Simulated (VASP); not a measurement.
# Cl2Cd in VASP: notebook, part 2 of 2

VASP 6.6.1. Earlier steps stand in the parts before.

## (4) Relaxation of the atoms, SCAN

INCAR reads:

```
PREC = Accurate
ENCUT = 520
EDIFF = 1E-6
ISMEAR = 0
SIGMA = 0.01
LREAL = F
LASPH = T
NELM = 100
ALGO = Normal
ISIF = 2
LWAVE = F
LCHARG = F
METAGGA = SCAN
LMIXTAU = T
IBRION = 2
NSW = 40
EDIFFG = -0.01
```

KPOINTS reads:

```
Automatic mesh
0
Gamma
  1 1 1
```

POSCAR reads:

```
CdCl2
1.0
   13.0000000000      0.0000000000      0.0000000000
    0.0000000000     12.0000000000      0.0000000000
    0.0000000000      0.0000000000     11.0000000000
Cl Cd
2 1
Cartesian
    8.0444500500      7.3717500000      6.5119000100
    4.9815499500      4.6702500000      4.5561000100
    6.5127500100      6.0213500400      5.5339000200
```

Potentials or basis: VASP PAW PBE potentials, release 64 (Cl, Cd).

On the command line:

```console
$ cat potpaw_PBE.64/Cl/POTCAR potpaw_PBE.64/Cd/POTCAR > POTCAR
$ mpirun -np 1 vasp_gam > vasp.out
```

OUTCAR:

```text
PREC = Accurate
   ENCUT = 520
   EDIFF = 1E-6
   ISMEAR = 0
   LREAL = F
   LASPH = T
   NELM = 100
   ISIF = 2
   METAGGA = SCAN
   IBRION = 2
   NSW = 40
   EDIFFG = -0.01

 ion  position               nearest neighbor table
   1  0.619  0.614  0.592-   3 2.26
   2  0.383  0.389  0.414-   3 2.26
   3  0.501  0.502  0.503-   2 2.26   1 2.26

  LATTYP: Found a simple orthorhombic cell.
 ALAT       =    11.0000000000
 B/A-ratio  =     1.0909090909
 C/A-ratio  =     1.1818181818

  Lattice vectors:

 A1 = (   0.0000000000,   0.0000000000, -11.0000000000)
 A2 = (   0.0000000000,  12.0000000000,   0.0000000000)
 A3 = (  13.0000000000,   0.0000000000,   0.0000000000)

Analysis of symmetry for initial positions (statically):
=====================================================================
 Subroutine PRICEL returns:
 Original cell was already a primitive cell.

 Routine SETGRP: Setting up the symmetry group for a
 simple orthorhombic supercell.

 Subroutine GETGRP returns: Found  1 space group operations
 (whereof  1 operations were pure point group operations)
 out of a pool of  8 trial point group operations.
[... 146 lines left out ...]
------------------------ aborting loop because EDIFF is reached ----------------------------------------

  FORCE on cell =-STRESS in cart. coord.  units (eV):
  Direction    XX          YY          ZZ          XY          YZ          ZX
  --------------------------------------------------------------------------------------
  -------------------------------------------------------------------------------------
  Total       -0.0685239     -0.0499377     -0.0441057     -0.0224320     -0.0169512     -0.0158645
  in kB       -0.0639787     -0.0466253     -0.0411802     -0.0209441     -0.0158268     -0.0148122
  external PRESSURE =      -0.0505947 kB  Pullay stress =       0.0000000 kB
[... 92 lines left out ...]
  FREE ENERGIE OF THE ION-ELECTRON SYSTEM (eV)
  ---------------------------------------------------
  free  energy   TOTEN  =       -48.4416962109 eV

  energy  without entropy=      -48.4416962109  energy(sigma->0) =      -48.44169621

[... ionic steps 4 to 12 ...]

--------------------------------------- Ionic step       13  -------------------------------------------

 number of electron      25.9999997 magnetization

------------------------ aborting loop because EDIFF is reached ----------------------------------------
[... 69 lines left out ...]
--------------------------------------- Ionic step       15  -------------------------------------------

 number of electron      25.9999996 magnetization

 Free energy of the ion-electron system (eV)
  ---------------------------------------------------
  ext. energy  EPLUGINS =         0.00000000
  ---------------------------------------------------
  free energy    TOTEN  =       -48.44222040 eV

  energy without entropy =      -48.44222040  energy(sigma->0) =      -48.44222040

 E-fermi :  -7.4621     XC(G=0):  -0.6656

 val. band max:       -7.5701595439   @ k =   0.0000   0.0000   0.0000
 cond. band min:      -2.5690569914   @ k =   0.0000   0.0000   0.0000
 fundamental gap:      5.0011025525
 Fermi energy:        -7.4621026373

 k-point     1 :       0.0000    0.0000    0.0000
  band No.  band energies     occupation
      1     -21.0162      2.00000
      2     -20.6105      2.00000
      3     -14.4816      2.00000
      4     -14.3421      2.00000
      5     -14.3419      2.00000
      6     -14.2303      2.00000
[... 9 lines left out ...]
     16      -0.8100      0.00000
     17       0.2911      0.00000
[... 28 lines left out ...]
  FREE ENERGIE OF THE ION-ELECTRON SYSTEM (eV)
  ---------------------------------------------------
  free  energy   TOTEN  =       -48.4422203957 eV

  energy  without entropy=      -48.4422203957  energy(sigma->0) =      -48.44222040

 reached required accuracy - stopping structural energy minimisation
```

OSZICAR:

```text
N       E                     dE             d eps       ncg     rms          rms(c)
DAV:   1     0.248864110666E+03    0.24886E+03   -0.60239E+03    34   0.901E+02
DAV:   2     0.343519808326E+02   -0.21451E+03   -0.19727E+03    44   0.188E+02
DAV:   3    -0.502222869867E+02   -0.84574E+02   -0.84360E+02    44   0.126E+02
[... 226 lines left out ...]
DAV:   3    -0.484421927374E+02   -0.10257E-03   -0.48587E-05    34   0.893E-02    0.367E-03
DAV:   4    -0.484422059335E+02   -0.13196E-04   -0.18416E-05    34   0.584E-02    0.180E-03
DAV:   5    -0.484422163093E+02   -0.10376E-04   -0.94477E-06    34   0.434E-02    0.983E-04
DAV:   6    -0.484422198676E+02   -0.35583E-05   -0.25913E-06    34   0.208E-02    0.614E-04
DAV:   7    -0.484422203957E+02   -0.52808E-06   -0.13339E-06    26   0.164E-02
  15 F= -.48442220E+02 E0= -.48442220E+02  d E =-.773878E-05
```

It took 36 min on 1 thread of Intel Xeon 6975P-C (Granite Rapids), shared host; peak memory 1.7 GiB.

Results:

| Item | Value |
| --- | --- |
| Free energy | -48.4422 eV |
| Energy gained by relaxing | 0.2 meV/atom |
| Ionic steps | 15 |
| Largest force after relaxing | 0.007 eV/Å |
| Gap between the frontier levels | 5.00 eV |

Forces in eV/Å, atoms in the order of the input:
```
Cl   0.002  0.003 -0.005
Cl   0.001  0.004  0.004
Cd  -0.003 -0.007  0.001
```

The path:
| step | energy change (eV) | largest force (eV/Å) | pressure (GPa) |
| --- | --- | --- | --- |
| 1 | 0.0000 | 0.0317 | -0.01 |
| 2 | -0.0001 | 0.0328 | 0.00 |
| 3 | -0.0001 | 0.0413 | 0.00 |
| 4 | -0.0001 | 0.0355 | 0.00 |
| 5 | -0.0002 | 0.0280 | 0.00 |
| 6 | -0.0002 | 0.0727 | 0.01 |
| 7 | -0.0003 | 0.0538 | 0.00 |
| 8 | -0.0004 | 0.0509 | 0.00 |
| 9 | -0.0005 | 0.0409 | 0.00 |
| 10 | -0.0005 | 0.0386 | 0.00 |
| 11 | -0.0005 | 0.0356 | 0.00 |
| 12 | -0.0006 | 0.0209 | 0.00 |
| 13 | -0.0006 | 0.0161 | 0.00 |
| 14 | -0.0006 | 0.0125 | 0.00 |
| 15 | -0.0006 | 0.0074 | 0.00 |

Final structure:
```
Cl Cd
1.0
    13.00000    0.00000    0.00000
     0.00000   12.00000    0.00000
     0.00000    0.00000   11.00000
Cl Cd
2 1
Cartesian
  8.0446 7.3709 6.5107
  4.9747 4.6671 4.5725
  6.5194 6.0254 5.5187
```

Caveat: the PAW data sets were made with another functional, which shifts forces and pressure a little. SCAN opens gaps a little over a GGA but as a rule still falls short of measured ones.

## (5) Single point, vdW-DF2

INCAR reads:

```
PREC     = Accurate       # precision mode
ENCUT    = 520            # plane-wave cutoff, eV
EDIFF    = 1E-6           # SCF threshold, eV
ISMEAR   = 0              # smearing method
SIGMA    = 0.01           # smearing width, eV
LREAL    = F              # projectors in reciprocal space
LASPH    = T              # aspherical terms in the spheres
NELM     = 60             # most SCF steps
ALGO     = Fast           # electronic algorithm
ISIF     = 2              # what is computed and relaxed
LWAVE    = F              # write WAVECAR
LCHARG   = F              # write CHGCAR
GGA      = ML             # functional
LUSE_VDW = T            
AGGAC    = 0.0          
ZAB_VDW  = -1.8867      
NBANDS   = 20             # bands
```

KPOINTS is that of step 4.

POSCAR is that of step 4.

On the command line:

```console
$ cat potpaw_PBE.64/Cl/POTCAR potpaw_PBE.64/Cd/POTCAR > POTCAR
$ mpirun -np 1 vasp_gam > vasp.out
```

Wall time 17 min (1 thread of Intel Xeon 6975P-C (Granite Rapids), shared host); peak memory 4.3 GiB.

The run converged. Its results:

```
Free energy                     : 0.4800 eV
Largest force                   : 0.845 eV/Å
Gap between the frontier levels : 4.25 eV
```

Forces on the atoms (eV/Å):
```
Cl   0.571  0.504  0.365
Cl  -0.570 -0.503 -0.365
Cd  -0.001 -0.001  0.000
```

Levels at points of the mesh, in eV from the valence-band top:
```csv
k point,band 9,band 10,band 11,band 12,band 13,band 14,band 15,band 16,band 17,band 18
"(0.00, 0.00, 0.00)",-1.28,-0.40,-0.40,0.00,0.00,4.25,5.87,5.87,7.30,7.57
```

Caveat: the PAW data sets were made with another functional, which shifts forces and pressure a little.

## (6) Summary

| task | level | cell | gap on the mesh (eV) | largest force (eV/Å) |
| --- | --- | --- | --- | --- |
| atomic charges | PBE+TS | as given | 4.49 | 0.23 |
| electron localisation function | PBE | as given | 4.49 | 0.24 |
| relaxation of the atoms | SCAN | atoms relaxed | 5.00 | 0.01 |
| single point | vdW-DF2 | as given | 4.25 | 0.84 |

Alike in all rows: potentials or basis VASP PAW PBE potentials, release 64 (Cl, Cd); no spin polarisation; k mesh 1 × 1 × 1; cutoff (eV) 520; smearing gaussian 0.01 eV.

On the cell as given the gap runs from 4.25 eV (vdW-DF2) to 4.49 eV (PBE+TS).

Caveats: the PAW data sets were made with another functional, which shifts forces and pressure a little (some runs).

Total energies depend on the potentials used, so only differences within one code and one set of settings carry meaning.
